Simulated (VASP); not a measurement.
# CdSe (Cadmoselite): what each functional gives, and what it costs

Wanted: bands and gap of CdSe (Cadmoselite) from one functional after another. The levels: LDA, PBE, r2SCAN, TB-mBJ, AM05, LAK, HSE06, r2SCAN0, HSEsol, r2SCANh, HSE03, PBE + SOC, HSE06 + SOC and TB-mBJ + SOC. The start is a cell from a database of measured crystal structures.

Calculated with VASP 6.6.1; LDA; plane waves and PAW (Cd, Se), in the first sound run; inputs show where later runs differ.

## (1) Starting point

Symmetry: P6_3mc, No. 186, hexagonal system. The conventional cell has a = 4.299 Å, b = 4.299 Å, c = 7.010 Å, α = 90.00°, β = 90.00°, γ = 120.00°. Nearest to Cd lie 4 Se at 2.63 to 2.64 Å. Nearest to Se lie 4 Cd at 2.63 to 2.64 Å. Farther neighbours and most contacts between anions are not listed.

## (2) Bands with LDA, k 4×4×2

Levels along the symmetry lines show where the bands peak and cross; KPOINTS_OPT computes them in the converged potential. LDA, the lowest rung, knows the local density alone.

Contents of INCAR:

```
SYSTEM = CdSe
PREC = Accurate
ENCUT = 400
EDIFF = 1E-06
NELM = 100
ISMEAR = 0
SIGMA = 0.02
LREAL = .FALSE.
ALGO = Normal
GGA = CA
NBANDS = 32
LORBIT = 11
LWAVE = .FALSE.
LCHARG = .FALSE.
KPAR = 4
NCORE = 2
```

Contents of POSCAR:

```
CdSe
1.0
    4.2990000000      0.0000000000      0.0000000000
   -2.1495000000      3.7230432109      0.0000000000
    0.0000000000      0.0000000000      7.0100000000
Cd Se
2 2
Direct
    0.3333333333      0.6666666667      0.0000000000
    0.6666666667      0.3333333333      0.5000000000
    0.3333333333      0.6666666667      0.3767900000
    0.6666666667      0.3333333333      0.8767900000
```

Contents of KPOINTS:

```
Automatic mesh
0
Gamma
4 4 2
0 0 0
```

Contents of KPOINTS_OPT:

```
Line mode
16
Line-mode
Reciprocal
  0.00000000   0.00000000   0.00000000 GAMMA
  0.50000000   0.00000000   0.00000000 M

  0.50000000   0.00000000   0.00000000 M
  0.33333333   0.33333333   0.00000000 K

  0.33333333   0.33333333   0.00000000 K
  0.00000000   0.00000000   0.00000000 GAMMA

  0.00000000   0.00000000   0.00000000 GAMMA
  0.00000000   0.00000000   0.50000000 A

  0.00000000   0.00000000   0.50000000 A
  0.50000000   0.00000000   0.50000000 L

  0.50000000   0.00000000   0.50000000 L
  0.33333333   0.33333333   0.50000000 H

  0.33333333   0.33333333   0.50000000 H
  0.00000000   0.00000000   0.50000000 A

  0.50000000   0.00000000   0.50000000 L
  0.50000000   0.00000000   0.00000000 M

  0.33333333   0.33333333   0.00000000 K
  0.33333333   0.33333333   0.50000000 H
```

Potentials, in the order of the species: Cd and Se (PBE family, release 64).

On the command line:

```sh
$ mpirun -np 8 vasp_std
```

Numbers of over 12 decimals in the logs are rounded to 6 here.

Log:

```text
[banner, memory and clock lines left out]
running    8 mpi-ranks, on    1 nodes
 distrk:  each k-point on    2 cores,    4 groups
 distr:  one band on    2 cores,    1 groups

 POSCAR found type information on POSCAR CdSe
 POSCAR found :  2 types and       4 ions
|                                                                             |
|               ----> ADVICE to this user running VASP <----                  |
|                                                                             |
|     You enforced a specific xc type in the INCAR file but a different       |
|     [... a line on the potential file left out ...]
|     I HOPE YOU KNOW WHAT YOU ARE DOING!                                     |
|                                                                             |

 LDA part: xc-table for (Slater(with rela. corr.)+CA(PZ))
 , standard interpolation
 POSCAR, INCAR and KPOINTS ok, starting setup
 FFT: planning ... GRIDC
 FFT: planning ... GRID_SOFT
 FFT: planning ... GRID
 WAVECAR not read
 entering main loop
       N       E                     dE             d eps       ncg     rms          rms(c)
DAV:   1     0.204787707570E+03    0.20479E+03   -0.14511E+04   512   0.827E+02
DAV:   2    -0.450423592990E+01   -0.20929E+03   -0.20056E+03   600   0.241E+02
DAV:   3    -0.143630270181E+02   -0.98588E+01   -0.98112E+01   616   0.540E+01
DAV:   4    -0.144178445864E+02   -0.54818E-01   -0.54814E-01   560   0.393E+00
DAV:   5    -0.144181685099E+02   -0.32392E-03   -0.32392E-03   624   0.272E-01    0.805E+00
DAV:   6    -0.135755510200E+02    0.84262E+00   -0.12200E+00   664   0.115E+01    0.654E+00
DAV:   7    -0.135344058866E+02    0.41145E-01   -0.40426E-01   616   0.289E+00    0.308E+00
DAV:   8    -0.135279397677E+02    0.64661E-02   -0.39352E-02   576   0.173E+00    0.318E-01
DAV:   9    -0.135268859526E+02    0.10538E-02   -0.51534E-03   592   0.764E-01    0.824E-02
DAV:  10    -0.135268200687E+02    0.65884E-04   -0.38291E-04   576   0.178E-01    0.460E-02
DAV:  11    -0.135268480777E+02   -0.28009E-04   -0.12759E-04   584   0.724E-02    0.249E-02
DAV:  12    -0.135268354794E+02    0.12598E-04   -0.24761E-05   584   0.461E-02    0.114E-02
DAV:  13    -0.135268356005E+02   -0.12114E-06   -0.34812E-06   576   0.730E-03
   1 F= -.13526836E+02 E0= -.13526836E+02  d E =-.152693E-11
 Start KPOINTS_OPT (optional k-point list driver)
k-point batch [1-8\144]
       N       E                     dE             ncg
DAV:   1     0.205365607131E+03   -0.89274E+03      512
DAV:   2    -0.148339902508E+04   -0.16888E+04      600
DAV:   3    -0.156319735016E+04   -0.79798E+02      592
DAV:   4    -0.156367238019E+04   -0.47503E+00      544
DAV:   5    -0.156367533807E+04   -0.29579E-02      608
DAV:   6    -0.156367537747E+04   -0.39393E-04      560
DAV:   7    -0.156367537823E+04   -0.76623E-06      536
[...]
k-point batch [137-144\144]
       N       E                     dE             ncg
DAV:   1     0.747841313797E+02   -0.82156E+04      512
DAV:   2    -0.158552312915E+04   -0.16603E+04      600
DAV:   3    -0.166055966445E+04   -0.75037E+02      608
DAV:   4    -0.166094271302E+04   -0.38305E+00      592
DAV:   5    -0.166094500032E+04   -0.22873E-02      632
DAV:   6    -0.166094502794E+04   -0.27622E-04      544
DAV:   7    -0.166094502837E+04   -0.43388E-06      560
```

Wall time 26 s (8 MPI ranks of AMD EPYC 7R43, shared host); peak memory 1.1 GiB; 3.2 min of CPU time.

Lines that name or quote the potential files are left out of all logs, and their timing lines are given in words.

OUTCAR, selected parts (step 2):

```text
ion  position               nearest neighbor table
   1  0.333  0.667  0.000-   4 2.63   4 2.63   4 2.63   3 2.64
   2  0.667  0.333  0.500-   3 2.63   3 2.63   3 2.63   4 2.64
   3  0.333  0.667  0.377-   2 2.63   2 2.63   2 2.63   1 2.64
   4  0.667  0.333  0.877-   1 2.63   1 2.63   1 2.63   2 2.64

  LATTYP: Found a hexagonal cell.
 ALAT       =     4.2990000000
 C/A-ratio  =     1.6306117702

 Subroutine GETGRP returns: Found 12 space group operations
 (whereof  6 operations were pure point group operations)

The static configuration has the point symmetry C_3v.
 The point group associated with its full space group is C_6v.

 Found      8 irreducible k-points:

   k-points           NKPTS =      8   k-points in BZ     NKDIM =      8   number of bands    NBANDS=     32

   dimension x,y,z NGX =    28 NGY =   28 NGZ =   48
   dimension x,y,z NGXF=    56 NGYF=   56 NGZF=   96

   ENCUT  =  400.0 eV  29.40 Ry    5.42 a.u.   7.01  7.01 11.43*2*pi/ulx,y,z

   NELECT =      36.0000    total number of electrons

 k-points in reciprocal lattice and weights: Automatic mesh
   0.00000000  0.00000000  0.00000000       0.031
   0.25000000  0.00000000  0.00000000       0.188
   0.50000000  0.00000000  0.00000000       0.094
   0.25000000  0.25000000  0.00000000       0.188
   0.00000000  0.00000000  0.50000000       0.031
   0.25000000  0.00000000  0.50000000       0.188
   0.50000000  0.00000000  0.50000000       0.094
   0.25000000  0.25000000  0.50000000       0.188

 average (electrostatic) potential at core
       1 -39.9499       2 -39.9499       3 -56.3732       4 -56.3732

 E-fermi :   0.7782

 k-point     1 :       0.0000    0.0000    0.0000
  band No.  band energies     occupation
    ...
     14      -0.0954      2.00000
     15      -0.0954      2.00000
     16       0.6415      2.00000
     17       0.6889      2.00000
     18       0.6889      2.00000
     19       1.1022      0.00000
     20       2.6608      0.00000
     21       6.3790      0.00000
     22       6.3790      0.00000
     23       6.6709      0.00000
    ...

 k-point     2 :       0.2500    0.0000    0.0000
  band No.  band energies     occupation
    ...
     14      -1.9171      2.00000
     15      -1.5402      2.00000
     16      -0.7176      2.00000
     17       0.1581      2.00000
     18       0.2850      2.00000
     19       3.1088      0.00000
     20       3.9744      0.00000
     21       5.6603      0.00000
     22       6.4223      0.00000
     23       6.9879      0.00000
    ...

 k-point     3 :       0.5000    0.0000    0.0000
  band No.  band energies     occupation
    ...
     14      -3.0768      2.00000
     15      -2.0472      2.00000
     16      -1.2249      2.00000
     17      -0.6924      2.00000
     18      -0.1000      2.00000
     19       3.7252      0.00000
     20       3.8126      0.00000
     21       5.2809      0.00000
     22       6.6709      0.00000
     23       7.0187      0.00000
    ...

  Total       -0.9973166     -0.9973166     -1.3138668      0.0000000      0.0000000      0.0000000
  in kB      -14.2416422    -14.2416422    -18.7619671      0.0000000      0.0000000      0.0000000
  external PRESSURE =     -15.7484172 kB  Pullay stress =       0.0000000 kB

  energy-cutoff  :      400.00
  volume of cell :      112.20
      direct lattice vectors                 reciprocal lattice vectors
     4.299000000  0.000000000  0.000000000     0.232612235  0.134298737  0.000000000
    -2.149500000  3.723043211  0.000000000     0.000000000  0.268597473  0.000000000
     0.000000000  0.000000000  7.010000000     0.000000000  0.000000000  0.142653352

 POSITION                                       TOTAL-FORCE (eV/Angst)
 -----------------------------------------------------------------------------------
     -0.00000      2.48203      0.00000        -0.000000     -0.000000      0.047066
      2.14950      1.24101      3.50500        -0.000000      0.000000      0.047066
     -0.00000      2.48203      2.64130         0.000000      0.000000     -0.047066
      2.14950      1.24101      6.14630         0.000000      0.000000     -0.047066
 -----------------------------------------------------------------------------------
    total drift:                               -0.000000      0.000000     -0.000293

  FREE ENERGIE OF THE ION-ELECTRON SYSTEM (eV)
  ---------------------------------------------------
  free  energy   TOTEN  =       -13.5268356005 eV

  energy  without entropy=      -13.5268356005  energy(sigma->0) =      -13.52683560

 total charge
# of ion       s       p       d       tot
------------------------------------------
    1        0.452   0.324   9.549  10.324
    2        0.452   0.324   9.549  10.324
    3        1.447   2.376   0.023   3.846
    4        1.447   2.376   0.023   3.846
--------------------------------------------------
tot          3.799   5.399  19.143  28.341

[... 3 further parts left out ...]
```

Spin-orbit coupling is off here; it would split degenerate levels, and it lifts a valence top of Se p states by about 0.1 eV. The PAW data sets were made with PBE, though LDA sets exist; this is a small mismatch.

Numbers from this step:

```yaml
scf_cycles: 13
electrons: 36
bands: 32
irreducible_k_points: 8
symmetry_operations: 12
free_energy_toten: -13.53 eV
fermi_energy: 0.7782 eV
pressure: -1.575 GPa
metallic: no
least_gap_on_mesh_and_path: 0.4131 eV
least_direct_gap_on_mesh_and_path: 0.4131 eV
valence_top_at_k: 0, 0, 0
conduction_bottom_at_k: 0, 0, 0
least_direct_gap_at_k: 0, 0, 0
```

Electronic bands along the path, in eV, zero at the valence-band top; v1 is the highest filled band, c1 the lowest empty one:

```csv
point,v4,v3,v2,v1,c1,c2,c3,c4
Γ,-0.78,-0.05,0.00,0.00,0.41,1.97,5.69,5.69
0.53 of the way,-2.36,-1.46,-0.60,-0.45,2.52,3.29,4.97,5.69
M,-2.74,-1.91,-1.38,-0.79,3.04,3.12,4.59,5.98
0.53 of the way,-2.80,-2.26,-1.54,-1.36,3.85,4.19,4.32,5.96
K,-3.16,-1.94,-1.94,-1.75,4.02,4.67,4.67,6.81
0.47 of the way,-2.63,-1.88,-0.82,-0.73,3.02,4.06,4.94,5.10
Γ,-0.78,-0.05,0.00,0.00,0.41,1.97,5.69,5.69
0.47 of the way,-0.69,-0.69,-0.11,-0.11,1.46,2.06,5.58,5.77
A,-0.41,-0.41,-0.41,-0.41,2.16,2.16,5.66,5.66
0.47 of the way,-1.39,-1.39,-0.89,-0.89,3.19,3.19,4.81,4.81
L,-1.40,-1.40,-1.39,-1.39,2.73,2.73,4.68,4.68
0.47 of the way,-2.01,-2.01,-1.22,-1.22,3.22,3.22,5.06,5.06
H,-2.53,-2.53,-1.15,-1.15,3.58,3.58,5.62,5.62
0.47 of the way,-1.49,-1.49,-1.32,-1.32,3.56,3.56,4.87,4.87
A,-0.41,-0.41,-0.41,-0.41,2.16,2.16,5.66,5.66
jump to L,-1.40,-1.40,-1.39,-1.39,2.73,2.73,4.68,4.68
0.47 of the way,-2.19,-1.75,-1.16,-1.00,2.56,3.15,4.98,5.02
M,-2.74,-1.91,-1.38,-0.79,3.04,3.12,4.59,5.98
jump to K,-3.16,-1.94,-1.94,-1.75,4.02,4.67,4.67,6.81
0.53 of the way,-2.96,-2.03,-1.50,-1.50,4.09,4.09,4.56,6.25
H,-2.53,-2.53,-1.15,-1.15,3.58,3.58,5.62,5.62
```

The largest weight of each band there:

```csv
point,v4,v3,v2,v1,c1,c2,c3,c4
Γ,Se 0.79,Se 0.82,Se 0.81,Se 0.81,Cd 0.57,Cd 0.67,Cd 0.76,Cd 0.76
M,Se 0.73,Se 0.79,Se 0.76,Se 0.80,Cd 0.52,Cd 0.69,Se 0.58,Se 0.63
K,Se 0.77,Se 0.75,Se 0.75,Se 0.75,Cd 0.64,Se 0.58,Se 0.58,Se 0.79
Γ,Se 0.79,Se 0.82,Se 0.81,Se 0.81,Cd 0.57,Cd 0.67,Cd 0.77,Cd 0.77
A,Se 0.80,Se 0.80,Se 0.80,Se 0.80,Cd 0.52,Cd 0.52,Se 0.59,Se 0.59
L,Se 0.77,Se 0.77,Se 0.78,Se 0.78,Cd 0.63,Cd 0.63,Cd 0.62,Cd 0.62
```

The gap is 0.41 eV, direct at Γ.

(Part 1 of 7 ends here.)

[Lines on the potential files, build, host, timing and source positions are cut from VASP's logs without a mark.]

[Logs are printed without paths, hosts, clocks, repeated set-up lines and the standing remarks that a program may print on its own settings, such as how far it seeks lower states.]

[Hosts, paths, dates, database ids (printed as entryN), source tags and the programs' standing remarks are cut or masked in the printed files.]

[Measured values are set beside computed ones only where the two were judged alike; some that the calculation misses by far are left out.]
